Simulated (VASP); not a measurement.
# MgCd2Te3 (R-3m) in VASP: notebook

One crystal, MgCd2Te3, is run at these levels: PBE; tasks: relaxation of cell and atoms.

Program: VASP 6.6.1. These are calculated values, not measurements. Logs are shortened: lines on timing, memory, paths and dates and some standing lists are left out, and cuts for length are marked.

## Step 1: The crystal as given

Symmetry: R-3m, No. 166, trigonal system. Conventional cell: a = 5.966 Å, b = 5.966 Å, c = 19.162 Å, α = 90.00°, β = 90.00°, γ = 120.00°. Around Mg (site symmetry -3m) lie 2 Cd at 2.92 Å. Around Cd (site symmetry 3m) lie 1 Te at 2.42 Å. Around Te (site symmetry -3m) lie 6 Cd at 3.46 Å. Te (site symmetry 3m) has 1 Cd at 2.42 Å as nearest neighbours.

The cell was built by a generator and needn't be a form met in nature.

## Step 2: Relaxation of cell and atoms, PBE

INCAR reads:

```
ALGO = Fast
EDIFF = 1E-4
EDIFFG = -0.08
ENCUT = 520
GGA = PE
IBRION = 2
ISIF = 3
ISMEAR = 0
LASPH = T
LCHARG = F
LREAL = F
LWAVE = F
NELM = 60
NSW = 24
PREC = Normal
SIGMA = 0.15
```

KPOINTS reads:

```
k-points
0
Gamma
  3 3 3
```

POSCAR reads:

```
MgCd2Te3
1.0
    2.9832250700      1.7223658000      6.3874665900
   -2.9832250700      1.7223658000      6.3874665900
    0.0000000000     -3.4447316000      6.3874665900
Mg Cd Te
1 2 3
Direct
    0.0000000000      0.0000000000      0.0000000000
    0.1521253600      0.1521253600      0.1521253600
    0.8478746400      0.8478746400      0.8478746400
    0.5000000000      0.5000000000      0.5000000000
    0.7215183000      0.7215183000      0.7215183000
    0.2784817000      0.2784817000      0.2784817000
```

Potentials or basis: VASP PAW PBE potentials, release 64 (Mg, Cd, Te).

Launch:

```
cat potpaw_PBE.64/Mg/POTCAR potpaw_PBE.64/Cd/POTCAR potpaw_PBE.64/Te/POTCAR > POTCAR
mpirun -np 1 vasp_std > vasp.out
```

OUTCAR:

```text
EDIFF = 1E-4
   EDIFFG = -0.08
   ENCUT = 520
   GGA = PE
   IBRION = 2
   ISIF = 3
   ISMEAR = 0
   LASPH = T
   LREAL = F
   NELM = 60
   NSW = 24
   PREC = Normal

 ion  position               nearest neighbor table
   1  0.000  0.000  0.000-   2 2.92   3 2.92   5 3.60   5 3.60   6 3.60   6 3.60   5 3.60   6 3.60

   2  0.152  0.152  0.152-   6 2.42   1 2.92   4 3.46   4 3.46   4 3.46   3 3.49   3 3.49   3 3.49

   3  0.848  0.848  0.848-   5 2.42   1 2.92   4 3.46   4 3.46   4 3.46   2 3.49   2 3.49   2 3.49

   4  0.500  0.500  0.500-   2 3.46   2 3.46   3 3.46   3 3.46   2 3.46   3 3.46
   5  0.722  0.722  0.722-   3 2.42   1 3.60   1 3.60   1 3.60
   6  0.278  0.278  0.278-   2 2.42   1 3.60   1 3.60   1 3.60

  LATTYP: Found a trigonal (rhomboedric) cell.
 ALAT       =     7.2571278896
 COS(alpha) =     0.6620344110

  Lattice vectors:

 A1 = (   2.9832250700,   1.7223658000,   6.3874665900)
 A2 = (  -2.9832250700,   1.7223658000,   6.3874665900)
 A3 = (   0.0000000000,  -3.4447316000,   6.3874665900)

Analysis of symmetry for initial positions (statically):
=====================================================================
 Subroutine PRICEL returns:
 Original cell was already a primitive cell.

 Routine SETGRP: Setting up the symmetry group for a
 trigonal (rhombohedral) supercell.

 Subroutine GETGRP returns: Found 12 space group operations
 (whereof 12 operations were pure point group operations)
 out of a pool of 12 trial point group operations.

The static configuration has the point symmetry D_3d.

Analysis of symmetry for dynamics (positions and initial velocities):
=====================================================================
 Subroutine PRICEL returns:
 Original cell was already a primitive cell.

 Routine SETGRP: Setting up the symmetry group for a
 trigonal (rhombohedral) supercell.

 Subroutine GETGRP returns: Found 12 space group operations
 (whereof 12 operations were pure point group operations)
 out of a pool of 12 trial point group operations.

The dynamic configuration has the point symmetry D_3d.

 Subroutine INISYM returns: Found 12 space group operations
 (whereof 12 operations are pure point group operations),
 and found     1 'primitive' translations

----------------------------------------------------------------------------------------

                                     Primitive cell

  volume of cell :     196.9207

  direct lattice vectors                    reciprocal lattice vectors
     2.983225070  1.722365800  6.387466590     0.167603848  0.096766126  0.052185531
    -2.983225070  1.722365800  6.387466590    -0.167603848  0.096766126  0.052185531
     0.000000000 -3.444731600  6.387466590     0.000000000 -0.193532253  0.052185531

  length of vectors
     7.257127890  7.257127890  7.257127892     0.200444662  0.200444662  0.200444662

  position of ions in fractional coordinates (direct lattice)
     0.000000000  0.000000000  0.000000000
     0.152125360  0.152125360  0.152125360
     0.847874640  0.847874640  0.847874640
     0.500000000  0.500000000  0.500000000
     0.721518300  0.721518300  0.721518300
     0.278481700  0.278481700  0.278481700

  ion indices of the primitive-cell ions
   primitive index   ion index
                 1           1
                 2           2
                 3           3
                 4           4
                 5           5
                 6           6

----------------------------------------------------------------------------------------

 KPOINTS: k-points

Automatic generation of k-mesh.
 Grid dimensions read from file:
 generate k-points for:    3    3    3

 Generating k-lattice:

  Cartesian coordinates                     Fractional coordinates (reciprocal lattice)
     0.055867949  0.032255375  0.017395177     0.333333333  0.000000000  0.000000000
    -0.055867949  0.032255375  0.017395177     0.000000000  0.333333333  0.000000000
     0.000000000 -0.064510751  0.017395177     0.000000000  0.000000000  0.333333333

  Length of vectors
     0.066814887  0.066814887  0.066814887

  Shift w.r.t. Gamma in fractional coordinates (k-lattice)
     0.000000000  0.000000000  0.000000000

 Subroutine IBZKPT returns following result:
 ===========================================

 Found      6 irreducible k-points:

 Following reciprocal coordinates:
            Coordinates               Weight
  0.000000  0.000000  0.000000      1.000000
  0.333333 -0.000000  0.000000      6.000000
  0.333333  0.333333  0.000000      6.000000
 -0.333333  0.333333  0.000000      6.000000
  0.333333  0.333333  0.333333      2.000000
 -0.333333  0.333333  0.333333      6.000000
   k-points           NKPTS =      6   k-points in BZ     NKDIM =      6   number of bands    NBANDS=     26
   number of dos      NEDOS =    301   number of ions     NIONS =      6
   total plane-waves  NPLWV =  64000
   dimension x,y,z NGX =    40 NGY =   40 NGZ =   40
   dimension x,y,z NGXF=    80 NGYF=   80 NGZF=   80
   ions per type =               1   2   3
   NGX,Y,Z   is equivalent  to a cutoff of   9.16,  9.16,  9.16 a.u.
   NGXF,Y,Z  is equivalent  to a cutoff of  18.33, 18.33, 18.33 a.u.
 SYSTEM =  unknown system
   PREC   = normal    normal or accurate (medium, high low for compatibility)
   ISTART =      0    job   : 0-new  1-cont  2-samecut
   ICHARG =      2    charge: 1-file 2-atom 10-const
   ISPIN  =      1    spin polarized calculation?
   LNONCOLLINEAR =      F non collinear calculations
   LSORBIT =      F    spin-orbit coupling
   LASPH  =      T    aspherical Exc in radial PAW
   ENCUT  =  520.0 eV  38.22 Ry    6.18 a.u.  13.49 13.49 13.49*2*pi/ulx,y,z
   NELM   =     60;   NELMIN=  2; NELMDL= -5     # of ELM steps
   EDIFF  = 0.1E-03   stopping-criterion for ELM
   LREAL  =      F    real-space projection
   EDIFFG = -.8E-01   stopping-criterion for IOM
   NSW    =     24    number of steps for IOM
   IBRION =      2    ionic relax: 0-MD 1-quasi-New 2-CG
   NFREE  =      1    steps in history (QN), initial steepest desc. (CG)
   ISIF   =      3    stress and relaxation
   ISYM   =      2    0-nonsym 1-usesym 2-fastsym
   POTIM  = 0.5000    time-step for ionic-motion
   TEBEG  =    0.0;   TEEND  =   0.0 temperature during run
   PSTRESS=    0.0 pullay stress
   NELECT =      44.0000    total number of electrons
   NUPDOWN=      -1.0000    fix difference up-down
   EMIN   =  10.00;   EMAX   =-10.00  energy-range for DOS
   EFERMI =   0.00;   METHOD = LEGACY
   ISMEAR =     0;   SIGMA  =   0.15  broadening in eV -4-tet -1-fermi 0-gaus
   EFERMI_NEDOS =   21; number of points for ismear=-14 and -15
   IALGO  =     68    algorithm
   IMIX   =      4    mixing-type and parameters
     AMIX     =   0.40;   BMIX     =  1.00
     AMIX_MAG =   1.60;   BMIX_MAG =  1.00
  volume/ion in A,a.u.               =      32.82       221.48
  Fermi-wavevector in a.u.,A,eV,Ry     =   0.993410  1.877273 13.427098  0.986864
  Thomas-Fermi vector in A             =   2.125290
   LORBIT       =      0    0 simple, 1 ext, 2 COOP (PROOUT), +10 PAW based schemes
   GGA     = PE    functional components
   LHFCALC =     F    Hartree Fock is set to
   AEXX    =    0.0000 exact exchange contribution
   IVDW    =     0    specifies the selected vdW correction
   LEPSILON=     F    determine dielectric tensor
   LRPA    =     F    only Hartree local field effects (RPA)
 conjugate gradient relaxation of ions
 non-spin polarized calculation
 RMM-DIIS sequential band-by-band and
 Gauss-broadening in eV      SIGMA  =   0.15
  energy-cutoff  :      520.00
  volume of cell :      196.92
 maximum number of plane-waves:      5327
   NGX = 27   NGY = 27   NGZ = 27

--------------------------------------- Ionic step        1  -------------------------------------------

 number of electron      44.0000000 magnetization

 Free energy of the ion-electron system (eV)
  ---------------------------------------------------
  ext. energy  EPLUGINS =         0.00000000
  ---------------------------------------------------
  free energy    TOTEN  =       -10.24344884 eV

  energy without entropy =      -10.13240884  energy(sigma->0) =      -10.18792884

------------------------ aborting loop because EDIFF is reached ----------------------------------------

  FORCE on cell =-STRESS in cart. coord.  units (eV):
  Direction    XX          YY          ZZ          XY          YZ          ZX
  --------------------------------------------------------------------------------------
  -------------------------------------------------------------------------------------
  Total       -5.1719603     -5.1719603     17.3127289     -0.0000000     -0.0000000      0.0000000
  in kB      -42.0798768    -42.0798769    140.8590667     -0.0000000     -0.0000000      0.0000000
  external PRESSURE =      18.8997710 kB  Pullay stress =       0.0000000 kB
[... 101 lines left out ...]
  FREE ENERGIE OF THE ION-ELECTRON SYSTEM (eV)
  ---------------------------------------------------
  free  energy   TOTEN  =       -11.9131141610 eV

  energy  without entropy=      -11.8596631390  energy(sigma->0) =      -11.88638865

[... ionic steps 4 to 20 ...]

--------------------------------------- Ionic step       21  -------------------------------------------

 number of electron      44.0000117 magnetization

------------------------ aborting loop because EDIFF is reached ----------------------------------------

  FORCE on cell =-STRESS in cart. coord.  units (eV):
  Direction    XX          YY          ZZ          XY          YZ          ZX
  --------------------------------------------------------------------------------------
  -------------------------------------------------------------------------------------
  Total       -0.0202054     -0.0202054     -0.1946338      0.0000000      0.0000000      0.0000000
  in kB       -0.1894070     -0.1894070     -1.8245171      0.0000000      0.0000000      0.0000000
  external PRESSURE =      -0.7344437 kB  Pullay stress =       0.0000000 kB
[... 65 lines left out ...]
  energy  without entropy=      -14.4673785122  energy(sigma->0) =      -14.47051291

--------------------------------------- Ionic step       23  -------------------------------------------

 number of electron      44.0000137 magnetization

 Free energy of the ion-electron system (eV)
  ---------------------------------------------------
  ext. energy  EPLUGINS =         0.00000000
  ---------------------------------------------------
  free energy    TOTEN  =       -14.47872129 eV

  energy without entropy =      -14.47233294  energy(sigma->0) =      -14.47552711

 E-fermi :   4.3180     XC(G=0):  -9.4049

 val. band max:        4.3155657015   @ k =   0.0000   0.0000   0.0000
 cond. band min:       4.3215051080   @ k =   0.0000   0.0000   0.0000
 fundamental gap:      0.0059394065
 Fermi energy:         4.3179589778

 k-point     1 :       0.0000    0.0000    0.0000
  band No.  band energies     occupation
      1      -7.4405      2.00000
      2      -6.5991      2.00000
      3      -6.4854      2.00000
      4      -4.4500      2.00000
      5      -4.4500      2.00000
      6      -4.3929      2.00000
[... 196 lines left out ...]
  FREE ENERGIE OF THE ION-ELECTRON SYSTEM (eV)
  ---------------------------------------------------
  free  energy   TOTEN  =       -14.4787212857 eV

  energy  without entropy=      -14.4723329387  energy(sigma->0) =      -14.47552711

 reached required accuracy - stopping structural energy minimisation
```

Run time: 7 min. Hardware: 1 thread of Intel Xeon Platinum 8488C (Sapphire Rapids), shared host; peak memory 0.27 GiB.

What came out:

* Free energy: -14.4787 eV
* Relaxed volume: 28.21 Å³/atom
* Relaxed cell: a = 10.096 Å, b = 10.096 Å, c = 10.096 Å, α = 25.61°, β = 25.61°, γ = 25.61°
* Space group after relaxing (to 0.05 Å): R-3m (No. 166)
* Energy gained by relaxing: 705.9 meV/atom
* Ionic steps: 23
* Pressure after relaxing: 0.2 GPa
* Largest force after relaxing: 0.047 eV/Å
* Band gap on the k mesh: 0.01 eV, direct

Forces on the atoms (eV/Å):
```
Mg   0.000  0.000  0.000
Cd   0.000  0.000  0.005
Cd   0.000  0.000 -0.005
Te   0.000  0.000  0.000
Te   0.000  0.000 -0.047
Te   0.000  0.000  0.047
```

The path:
```
step  energy change (eV)  largest force (eV/Å)  pressure (GPa)  volume (Å³)
   1              0.0000                3.7793            1.89       196.92
   2             -1.6584                0.3069           -5.30       206.06
   3             -1.6697                0.3240           -5.33       206.35
   4             -2.7435                0.2753           -1.55       175.46
   5             -2.8268                0.3565            0.98       166.76
   6             -2.9127                0.4287            0.98       167.66
   7             -3.0284                0.6941            1.55       169.13
   8             -2.9819                1.2947            3.19       170.25
   9             -3.0605                0.9491            2.08       169.92
  10             -3.1229                0.9115            1.36       173.15
  11             -3.2219                0.8356           -0.96       182.95
  12             -3.2259                0.8065           -1.36       184.74
  13             -3.2916                0.8183           -1.39       184.22
  14             -3.5079                0.8584           -1.68       182.61
  15             -3.9753                0.6616           -2.02       179.19
  16             -3.6032                1.5111            1.39       171.63
  17             -4.1501                0.2645           -1.65       177.04
  18             -4.1615                0.3649           -1.23       176.21
  19             -4.1688                0.4132            1.75       164.90
  20             -4.1979                0.3874            0.46       170.22
  21             -4.2279                0.1939           -0.07       170.92
  22             -4.2302                0.1286           -0.26       171.15
  23             -4.2353                0.0474            0.25       169.26
```

Final structure:
```
CELL_PARAMETERS angstrom
2.23745 1.29179 9.75999
-2.23745 1.29179 9.75999
0.00000 -2.58358 9.75999
ATOMIC_POSITIONS crystal
Mg 0.00000 0.00000 0.00000
Cd 0.11000 0.11000 0.11000
Cd 0.89000 0.89000 0.89000
Te 0.50000 0.50000 0.50000
Te 0.71885 0.71885 0.71885
Te 0.28115 0.28115 0.28115
```

Caveat: spin-orbit coupling is left out, which moves the levels of the heavy elements; an odd mesh through Γ misses points on the zone boundary, where band edges often lie; the relaxation stopped at a loose force limit of 0.08 eV/Å, so its end isn't a converged minimum.

## Step 3: Relaxation of cell and atoms, PBE

This run uses another cell than the first one, of 34.30 Å³/atom, 1.045 times its volume.

INCAR is that of step 2.

KPOINTS reads:

```
k-points
0
Gamma
  3 3 2
```

POSCAR reads:

```
MgCd2Te3
1.0
    6.0063943700      0.0000000000      0.0000000000
   -3.0031971900      5.2016901100      0.0000000000
    0.0000000000      0.0000000000      6.5876796200
Mg Cd Te
1 2 3
Direct
    0.0000000000      0.0000000000      0.0000000000
    0.3333333300      0.6666666700      0.5000000000
    0.6666666700      0.3333333300      0.5000000000
    0.3333333300      0.6666666700      0.0000000000
    0.6666666700      0.3333333300      0.0000000000
    0.0000000000      0.0000000000      0.5000000000
```

Potentials or basis: VASP PAW PBE potentials, release 64 (Mg, Cd, Te).

Launch:

```
cat potpaw_PBE.64/Mg/POTCAR potpaw_PBE.64/Cd/POTCAR potpaw_PBE.64/Te/POTCAR > POTCAR
mpirun -np 1 vasp_std > vasp.out
```

Wall time 70 s (1 thread of Intel Xeon Platinum 8488C (Sapphire Rapids), shared host); peak memory 0.24 GiB.

The run converged. Its results:

- Free energy: -13.9648 eV
- Relaxed volume: 27.99 Å³/atom
- Relaxed cell: a = 5.781 Å, b = 5.781 Å, c = 5.802 Å, α = 90.00°, β = 90.00°, γ = 120.00°
- Space group after relaxing (to 0.05 Å): P6/mmm (No. 191)
- Energy gained by relaxing: 166.6 meV/atom
- Ionic steps: 6
- Pressure after relaxing: 0.0 GPa
- Band gap on the k mesh: none (metal or under the smearing width)

The path:
```csv
step,energy change (eV),largest force (eV/Å),pressure (GPa),volume (Å³)
1,0.0000,0.0000,-5.25,205.82
2,-0.8525,0.0000,-1.83,174.04
3,-0.9331,0.0000,0.41,164.14
4,-0.9892,0.0000,0.84,163.86
5,-0.9896,0.0000,0.93,163.81
6,-0.9997,0.0000,0.01,167.93
```

Final structure:
```
Mg Cd Te
1.0
     5.78112    0.00000    0.00000
    -2.89056    5.00660    0.00000
     0.00000    0.00000    5.80185
Mg Cd Te
1 2 3
Direct
  0.00000 0.00000 0.00000
  0.33333 0.66667 0.50000
  0.66667 0.33333 0.50000
  0.33333 0.66667 0.00000
  0.66667 0.33333 0.00000
  0.00000 0.00000 0.50000
```

Levels at points of the mesh, in eV from the Fermi level:
```tsv
k point	band 20	band 21	band 22	band 23	band 24	band 25
(0.00, 0.00, 0.00)	-2.10	-2.03	-0.54	-0.54	0.27	0.58
(0.00, 0.00, 0.50)	-2.51	-1.42	-1.42	0.42	0.42	0.95
```

Caveat: the k mesh is coarse (spacing up to 0.48 Å⁻¹), so the values aren't converged; the volume moved by over 15 % at a fixed basis, so the end points are rough; the relaxation stopped at a loose force limit of 0.08 eV/Å, so its end isn't a converged minimum.

(Part 1 of 2 ends here.)
